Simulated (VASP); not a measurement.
A VASP calculation is set up with these files.

INCAR:
```
SYSTEM = BP
PREC = Accurate; ENCUT = 530; LREAL = .False.
LASPH = .True.
EDIFF = 1E-6; NELM = 100; ALGO = Normal
LMIXTAU = .True.
ISMEAR = 0; SIGMA = 0.05
METAGGA = R2SCAN
IBRION = 2; NSW = 60; ISIF = 3
EDIFFG = -0.01
LWAVE = .False.; LCHARG = .False.
```

### KPOINTS
```
Automatic mesh
0
Gamma
9 9 9
0 0 0
```

POSCAR:
```
BP
1.0
  0.0000000000   2.2700000000   2.2700000000
  2.2700000000   0.0000000000   2.2700000000
  2.2700000000   2.2700000000   0.0000000000
B P
1 1
Cartesian
  0.0000000000   0.0000000000   0.0000000000
  3.4050000000   3.4050000000   3.4050000000
```

POTCAR, in this order: B P (PBE.64 set). Program: vasp_std.

**Question.** Translate this r2SCAN calculation to Ansatz.

**Answer.** One equivalent input (not run):
Ansatz 0.2 input:
```yaml
crystal:
  lattice:
    - [0.0000000, 2.2700000, 2.2700000]
    - [2.2700000, 0.0000000, 2.2700000]
    - [2.2700000, 2.2700000, 0.0000000]
  atoms:
    - { symbol: B, position: [0.0000000, 0.0000000, 0.0000000] }
    - { symbol: P, position: [0.7500000, 0.7500000, 0.7500000] }
kpoints:
  mp_grid: { grid: [9, 9, 9] }
hamiltonian:
  xc: r2scan
  pseudopotentials: { kind: paw }
scf:
  occupations: { method: gaussian, width: 0.05 }
  max_iter: 100
relax:
  max_steps: 60
  f_tol: 0.01
  cell: {}
output: { forces: true, stress: true, eigenvalues: true }
```
The two are equivalent in intent, not identical: each code has its own PAW files, so the cut-off isn't converted (ENCUT is set for VASP's; basis.ecutwfc is left out, and Ansatz then takes the one that its files recommend); Ansatz stops its SCF on the density residual and VASP on the energy change (EDIFF).

The compound is BP in the zinc blende structure. This run relaxes it. Symmetry was kept, so distortions that lower it aren't found.
